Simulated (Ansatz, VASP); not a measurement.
# Cross-check of Al5AgS8 (Al5AgS8 (F-43m)) between VASP and Ansatz, part 2 of 2

Aim: how closely do two programs agree when they are given the same cell, functional and k mesh?

VASP 6.6.1 and Ansatz 0.2.0.

So far. Step 2 (VASP: single point, PBEsol): The run ends at a pressure of 0.14 GPa, with forces up to 0.16 eV/Å.

## 3. Ansatz: single point, PBEsol

Level of this step: Ansatz beside VASP: Kohn-Sham DFT, plane waves, PBEsol (Ansatz).

Ansatz runs on its default PAW (the set named soft_2) files.

The same cell, functional, mesh and smearing now go to Ansatz, which takes its cutoff from its data sets.

input.yaml

```yaml
crystal:
  lattice:
    - [10.069284166, 0.0, 0.0]
    - [0.0, 0.0, -10.069284166]
    - [0.0, 10.069284166, 0.0]
  atoms:
    - { symbol: Al, position: [0.6185262482, 0.3814737518, 0.1185262482] }
    - { symbol: Al, position: [0.1185262482, 0.3814737518, 0.6185262482] }
    - { symbol: Al, position: [0.1185262482, 0.8814737518, 0.1185262482] }
    - { symbol: Al, position: [0.6185262482, 0.8814737518, 0.6185262482] }
    - { symbol: Al, position: [0.8814737518, 0.3814737518, 0.3814737518] }
    - { symbol: Al, position: [0.3814737518, 0.3814737518, 0.8814737518] }
    - { symbol: Al, position: [0.3814737518, 0.8814737518, 0.3814737518] }
    - { symbol: Al, position: [0.8814737518, 0.8814737518, 0.8814737518] }
    - { symbol: Al, position: [0.8814737518, 0.1185262482, 0.1185262482] }
    - { symbol: Al, position: [0.3814737518, 0.1185262482, 0.6185262482] }
    - { symbol: Al, position: [0.3814737518, 0.6185262482, 0.1185262482] }
    - { symbol: Al, position: [0.8814737518, 0.6185262482, 0.6185262482] }
    - { symbol: Al, position: [0.6185262482, 0.1185262482, 0.3814737518] }
    - { symbol: Al, position: [0.1185262482, 0.1185262482, 0.8814737518] }
    - { symbol: Al, position: [0.1185262482, 0.6185262482, 0.3814737518] }
    - { symbol: Al, position: [0.6185262482, 0.6185262482, 0.8814737518] }
    - { symbol: Al, position: [0.0, 0.0, 0.5] }
    - { symbol: Al, position: [0.5, 0.0, 0.0] }
    - { symbol: Al, position: [0.5, 0.5, 0.5] }
    - { symbol: Al, position: [0.0, 0.5, 0.0] }
    - { symbol: Ag, position: [0.25, 0.75, 0.75] }
    - { symbol: Ag, position: [0.75, 0.75, 0.25] }
    - { symbol: Ag, position: [0.75, 0.25, 0.75] }
    - { symbol: Ag, position: [0.25, 0.25, 0.25] }
    - { symbol: S, position: [0.3861469282, 0.6138530718, 0.8861469282] }
    - { symbol: S, position: [0.8861469282, 0.6138530718, 0.3861469282] }
    - { symbol: S, position: [0.8861469282, 0.1138530718, 0.8861469282] }
    - { symbol: S, position: [0.3861469282, 0.1138530718, 0.3861469282] }
    - { symbol: S, position: [0.1138530668, 0.6138530718, 0.6138530668] }
    - { symbol: S, position: [0.6138530668, 0.6138530718, 0.1138530668] }
    - { symbol: S, position: [0.6138530668, 0.1138530718, 0.6138530668] }
    - { symbol: S, position: [0.1138530668, 0.1138530718, 0.1138530668] }
    - { symbol: S, position: [0.1138530668, 0.8861469332, 0.8861469282] }
    - { symbol: S, position: [0.6138530668, 0.8861469332, 0.3861469282] }
    - { symbol: S, position: [0.6138530668, 0.3861469332, 0.8861469282] }
    - { symbol: S, position: [0.1138530668, 0.3861469332, 0.3861469282] }
    - { symbol: S, position: [0.3861469282, 0.8861469332, 0.6138530668] }
    - { symbol: S, position: [0.8861469282, 0.8861469332, 0.1138530668] }
    - { symbol: S, position: [0.8861469282, 0.3861469332, 0.6138530668] }
    - { symbol: S, position: [0.3861469282, 0.3861469332, 0.1138530668] }
    - { symbol: S, position: [0.8664010781, 0.1335989219, 0.3664010781] }
    - { symbol: S, position: [0.3664010781, 0.1335989219, 0.8664010781] }
    - { symbol: S, position: [0.3664010781, 0.6335989219, 0.3664010781] }
    - { symbol: S, position: [0.8664010781, 0.6335989219, 0.8664010781] }
    - { symbol: S, position: [0.133598922, 0.1335989219, 0.633598922] }
    - { symbol: S, position: [0.633598922, 0.1335989219, 0.133598922] }
    - { symbol: S, position: [0.633598922, 0.6335989219, 0.633598922] }
    - { symbol: S, position: [0.133598922, 0.6335989219, 0.133598922] }
    - { symbol: S, position: [0.133598922, 0.8664010781, 0.3664010781] }
    - { symbol: S, position: [0.633598922, 0.8664010781, 0.8664010781] }
    - { symbol: S, position: [0.633598922, 0.366401078, 0.3664010781] }
    - { symbol: S, position: [0.133598922, 0.366401078, 0.8664010781] }
    - { symbol: S, position: [0.8664010781, 0.8664010781, 0.633598922] }
    - { symbol: S, position: [0.3664010781, 0.8664010781, 0.133598922] }
    - { symbol: S, position: [0.3664010781, 0.366401078, 0.633598922] }
    - { symbol: S, position: [0.8664010781, 0.366401078, 0.133598922] }
hamiltonian:
  xc: pbesol
  pseudopotentials: { kind: paw }
kpoints:
  mp_grid: { grid: [1, 1, 1] }
scf:
  occupations: { method: gaussian, width: 0.05 }
  n_extra_bands: 18
output:
  forces: true
  stress: true
  eigenvalues: true
  write_density: true
  write_potential: true
  elf: true
  volumetric_format: npy
```

On the command line:

```
ansatz run input.yaml --threads 4 --pin off --max-ram 18432MiB --backend cpu --events-out ev --progress --plain --runs-dir out
```

Numbers of over 12 decimals in the logs are rounded to 6 here.

What it wrote:

```text
scf.n_extra_bands = 18 over 164 filled bands (N_el = 328.0): the run solves 182 bands
Engine: ansatz 0.2.0, aarch64-unknown-linux-gnu
Pseudopotentials: kind: paw
Pseudopotential: Al, paw, valence charge 3, recommended cutoff 420 eV (normal), Al.paw.azcp
Pseudopotential: Ag, paw, valence charge 19, recommended cutoff 420 eV (normal), Ag.paw.azcp
Pseudopotential: S, paw, valence charge 6, recommended cutoff 420 eV (normal), S.paw.azcp
Functional definition: PBEsol
  exchange = pbesol_x
  correlation = pbesol_c
Crystal: 56 atoms, lattice volume = 1020.930 Å³
Basis set: ecut = 420 eV, 20005 PW (Γ), exchange–correlation on 144×144×144 points (8 copies of the dense FFT grid, shifted against one another)
Bands: 182, of which v1, the nominal top of the filled ones, is band 164 counted from 1 (163 counted from 0)
Symmetry: 96 space group operations
Space group: F-43m (ITA 216), of the structure as read, at distance tolerance 1.0e-4 Å
k-points: 1
Non-local potential: Al, projectors of the file, l = 0: 2, l = 1: 2, l = 2: 1
Non-local potential: Ag, projectors of the file, l = 0: 3, l = 1: 2, l = 2: 2, l = 3: 1
Non-local potential: S, projectors of the file, l = 0: 2, l = 1: 2, l = 2: 2
PAW form: soft (Blöchl's): semilocal exchange-correlation on the pseudo side does not see the compensation charge
PAW frozen core: Al, regenerated for the run's functional, and the local potential with it (the file was generated under x = pbe(κ = 0.804, μ = 0.219515), c = pbe(β = 0.066725))
PAW frozen core: Ag, regenerated for the run's functional, and the local potential with it (the file was generated under x = pbe(κ = 0.804, μ = 0.219515), c = pbe(β = 0.066725))
PAW frozen core: S, regenerated for the run's functional, and the local potential with it (the file was generated under x = pbe(κ = 0.804, μ = 0.219515), c = pbe(β = 0.066725))
PAW one-centre angular grid: Al, 110 points (default); XC on 64 Gauss nodes
PAW one-centre angular grid: Ag, 590 points (default); XC on 64 Gauss nodes
PAW one-centre angular grid: S, 110 points (default); XC on 64 Gauss nodes
Initial density: superposition of atomic densities (neutral atoms: chi_scale 0, normalization atom), corrected by the library's trained network
Initial wavefunctions: pseudopotential atomic-orbital guess
Functional: x = pbesol(κ = 0.804, μ = 0.123457), c = pbesol(β = 0.046)
SCF iter   1: F=—  HF=-68951.356018 eV  |F-HF|=—  |Δ(HF+E_count)|=         —  Δρ=5.93e-3  dr2=4.60e-1  ethr=1.77e-3  ⟨swp⟩=6.0  Hψ=786  notcnv=0
preconditioner: auto → Resta (q_TF=auto, 2.258 Å⁻¹)  ε∞=6.7  [insulator: Δε(μ)=1.417 eV  Ē_g=8.406 eV  σ=0.050 eV  W_gap=1.00  n_scr=202 (ndim 8)  ℏωp=20.0 eV  f_vac=0.000  D(μ)=0.00/eV (n_scr^D=0)  ε∞_Penn≈6.7]
SCF iter   2: F=—  HF=-68951.249766 eV  |F-HF|=—  |Δ(HF+E_count)|=   1.06e-1  Δρ=2.03e-3  dr2=4.74e-2  ethr=1.40e-4  ⟨swp⟩=2.0  Hψ=383  notcnv=0  defer=7
SCF iter   3: F=—  HF=-68951.242751 eV  |F-HF|=—  |Δ(HF+E_count)|=   7.01e-3  Δρ=9.32e-4  dr2=1.28e-2  ethr=1.45e-5  ⟨swp⟩=2.0  Hψ=250  notcnv=0  defer=7
SCF iter   4: F=—  HF=-68951.241601 eV  |F-HF|=—  |Δ(HF+E_count)|=   1.15e-3  Δρ=2.35e-4  dr2=9.05e-4  ethr=3.90e-6  ⟨swp⟩=2.0  Hψ=277  notcnv=0  defer=7
SCF iter   5: F=—  HF=-68951.241880 eV  |F-HF|=—  |Δ(HF+E_count)|=   2.79e-4  Δρ=5.49e-5  dr2=4.42e-5  ethr=2.76e-7  ⟨swp⟩=2.0  Hψ=284  notcnv=0  defer=7
SCF iter   6: F=—  HF=-68951.242113 eV  |F-HF|=—  |Δ(HF+E_count)|=   2.32e-4  Δρ=1.15e-5  dr2=1.37e-6  ethr=1.35e-8  ⟨swp⟩=2.0  Hψ=316  notcnv=0  defer=7
SCF iter   7: F=-68951.242114 eV  HF=-68951.242114 eV  |F-HF|=3.90e-8  |Δ(HF+E_count)|=   1.04e-6  Δρ=2.27e-6  dr2=8.44e-8  ethr=3.05e-11  ⟨swp⟩=14.0  Hψ=1626  notcnv=0
SCF 1 converged in 7 iterations: F = -68951.242114 eV  dr2 = 8.44e-8
  greatest PAW one-centre occupation: 1.001 electrons in one spin orbital (limit 2), on the Ag atom at site 23 (counted from 0), in its partial waves of l = 0
SCF converged after 7 iterations
Free energy (F): -68951.242114 eV
Harris-Foulkes:  -68951.242114 eV  (|F-HF|=3.90e-8)
Internal energy: -68951.242114 eV  (E = F + TS)
E sigma→0 (E₀):  -68951.242114 eV
Fermi energy:    7.597954 eV
--- Per-component energies (eV) ---
  E_band       = -1348.745364
  E_kinetic    = 6063.808657
  E_local      = -20356.753349  (includes V_loc(G=0)·N_el)
  E_nonlocal   = 1429.276062
  E_hartree    = 8872.931695
  E_xc         = -4629.084891
  E_vxc        = -4358.661918  (∫ρ·V_xc dr)
  E_paw        = -43123.849914  (= ΣΔE_a)
  E_vpaw       = -1872.271825  (= ΣTr[D̂ρ^β])
  E_aug_tail   = 0.001161  (compensation charges beyond the density's cutoff)
  E_ewald      = -17211.227648
  E_core_change = 3.656114  (= ΣΔE_core)
  E_smearing   = -0.000000  (= −TS)
  E_closure    = 0.000000  (closes the sum)
  Σ components = -68951.242114   (vs F -68951.242114, Δ=0.00e0)
--- Forces (eV/Å), atoms counted from 1 ---
  atom   1  Al     0.07784424     0.07784424     0.07784424
  atom   2  Al     0.07784424     0.07784424     0.07784424
  atom   3  Al     0.07784424     0.07784424     0.07784424
  atom   4  Al     0.07784424     0.07784424     0.07784424
  atom   5  Al    -0.07784424    -0.07784424     0.07784424
  atom   6  Al    -0.07784424    -0.07784424     0.07784424
  atom   7  Al    -0.07784424    -0.07784424     0.07784424
  atom   8  Al    -0.07784424    -0.07784424     0.07784424
  atom   9  Al    -0.07784424     0.07784424    -0.07784424
  atom  10  Al    -0.07784424     0.07784424    -0.07784424
  atom  11  Al    -0.07784424     0.07784424    -0.07784424
  atom  12  Al    -0.07784424     0.07784424    -0.07784424
  atom  13  Al     0.07784424    -0.07784424    -0.07784424
  atom  14  Al     0.07784424    -0.07784424    -0.07784424
  atom  15  Al     0.07784424    -0.07784424    -0.07784424
  atom  16  Al     0.07784424    -0.07784424    -0.07784424
  atom  17  Al    -0.00000000    -0.00000000    -0.00000000
  atom  18  Al    -0.00000000    -0.00000000     0.00000000
  atom  19  Al    -0.00000000    -0.00000000     0.00000000
  atom  20  Al    -0.00000000    -0.00000000    -0.00000000
  atom  21  Ag     0.00000000     0.00000000     0.00000000
  atom  22  Ag     0.00000000    -0.00000000     0.00000000
  atom  23  Ag     0.00000000     0.00000000     0.00000000
  atom  24  Ag     0.00000000     0.00000000     0.00000000
[...]
atom  49  S     -0.06334180     0.06334180    -0.06334180
  atom  50  S     -0.06334180     0.06334180    -0.06334180
  atom  51  S     -0.06334180     0.06334180    -0.06334180
  atom  52  S     -0.06334180     0.06334180    -0.06334180
  atom  53  S      0.06334180    -0.06334180    -0.06334180
  atom  54  S      0.06334180    -0.06334180    -0.06334180
  atom  55  S      0.06334180    -0.06334180    -0.06334180
  atom  56  S      0.06334180    -0.06334180    -0.06334180
  max |Σ_I F_I| component: 3.33e-16 eV/Å
--- Stress (GPa, compression-positive) ---
        0.392427      -0.000000       0.000000
        0.000000       0.392427      -0.000000
       -0.000000       0.000000       0.392427
  P = ⅓ Tr σ = 0.3924 GPa (3.924 kbar)
--- Band table (eV) ---
  k-point 0: bands = [... 160 lower, 6.4568, 6.8361, 6.8361, 6.8361, 8.3580, 8.6223, 8.6223, 8.6223, ... 14 higher]
```

Run time: 7.4 s. Hardware: 4 threads of Arm Neoverse V1, shared host; peak memory 0.97 GiB.

The column dr2 measures how far the density is from self-consistency, as an energy; F and HF (Harris–Foulkes) agree once it is small.

The run ends at a pressure of 0.39 GPa, with forces up to 0.13 eV/Å.

## 4. Comparison

Known differences besides the potentials themselves: the data sets hold 328 valence electrons in Ansatz (default PAW (the set named soft_2) files) and 296 in VASP; the cutoff is 420 eV in Ansatz and 300 eV in VASP (PREC = Normal, projectors in real space); Ansatz makes its cores anew for this functional, VASP keeps those of its PBE data sets; VASP leaves aspherical gradient terms in its spheres out (LASPH is not set), Ansatz keeps them. Total energies have different zeros and are not compared.

The two programs side by side:

```tsv
quantity	Ansatz	VASP	difference
pressure (GPa)	0.39	0.14	+0.25
gap on the k mesh (eV)	1.522	1.532	-0.010
```

Forces on 10 of the 56 atoms, those with the largest forces and the largest differences (eV/Å; atoms numbered as in POSCAR):

```tsv
atom	Ansatz x, y, z	VASP x, y, z
Al1	0.078, 0.078, 0.078	0.090, 0.090, 0.090
Al2	0.078, 0.078, 0.078	0.090, 0.090, 0.090
Al3	0.078, 0.078, 0.078	0.090, 0.090, 0.090
Al4	0.078, 0.078, 0.078	0.090, 0.090, 0.090
Al5	-0.078, -0.078, 0.078	-0.090, -0.090, 0.090
Al6	-0.078, -0.078, 0.078	-0.090, -0.090, 0.090
Al7	-0.078, -0.078, 0.078	-0.090, -0.090, 0.090
S38	0.037, -0.037, -0.037	0.017, -0.017, -0.017
S39	0.037, -0.037, -0.037	0.017, -0.017, -0.017
S40	0.037, -0.037, -0.037	0.017, -0.017, -0.017
```

The forces differ by 12 meV/Å r.m.s., which is 20.8 % of the r.m.s. force of 0.06 eV/Å (both taken over all components). A gap on the mesh is an upper bound, since the band edges may lie between its points.

## 5. Other set-ups

Further runs change the set-up of one program: Ansatz's method, potentials or start, or VASP's data sets, cutoff or form of LDA. The table gives Ansatz less VASP for each quantity, since a change that brings one quantity closer may part another.

```tsv
run	r.m.s. force difference (meV/Å)	pressure (GPa)	gap on the k mesh (eV)
as above	12	0.25	-0.010
cores kept as stored	9.1	0.33	-0.0072
Ansatz's larger PAW set (cutoff 1050 eV)	12	0.27	-4.2e-4
norm-conserving potentials (cutoff 1116 eV)	9.9	0.22	-0.024
```

## 6. Results

```json
{"r.m.s. force difference (single point, PBEsol)": "12 meV/Å"}
```

In words: The r.m.s. force difference is 12 meV/Å (single point, PBEsol), at about the 12 meV/Å picked in this series as the mark of a large difference. Single point, PBEsol, cores kept as stored: the difference in pressure goes from 0.25 to 0.33 GPa; the difference in gap on the k mesh goes from -0.010 to -0.0072 eV. Single point, PBEsol, Ansatz's larger PAW set (cutoff 1050 eV): the difference in gap on the k mesh goes from -0.010 to -4.2e-4 eV. Single point, PBEsol, norm-conserving potentials (cutoff 1116 eV): the difference in gap on the k mesh goes from -0.010 to -0.024 eV. How closely two codes agree says nothing of how well the functional describes the real material.

[Lines on the potential files, build, host, timing and source positions are cut from VASP's logs without a mark.]

[Logs are printed without paths, hosts, clocks, repeated set-up lines and the standing remarks that a program may print on its own settings, such as how far it seeks lower states.]

[Hosts, paths, dates, database ids (printed as entryN), source tags and the programs' standing remarks are cut or masked in the printed files.]
